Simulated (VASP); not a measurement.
Consider the following.

```yaml
crystal:
  lattice:
    - [0.00000, 2.50805, 2.50805]
    - [2.50805, 0.00000, 2.50805]
    - [2.50805, 2.50805, 0.00000]
  atoms:
    - { symbol: K, position: [0.00000, 0.00000, 0.00000] }
    - { symbol: F, position: [0.50000, 0.50000, 0.50000] }
```

All values below come from LDA (Ceperley-Alder, Perdew-Zunger), VASP's LDA PAW potentials (set 64) (plane waves; VASP). Settings: 620 eV cut-off, 9×9×9 Γ-centred mesh, Gaussian smearing of 0.050 eV, potentials K_sv F.

### Question
Estimate the energy per atom (σ→0), pressure.

### Answer

```yaml
energy per atom (σ→0): -4.513 eV/atom
pressure: 5.02 GPa
```

The absolute energy has meaning only against runs of the same code, potentials and settings.

The compound is KF in the rock salt structure. It was relaxed first under an external pressure of 5 GPa.
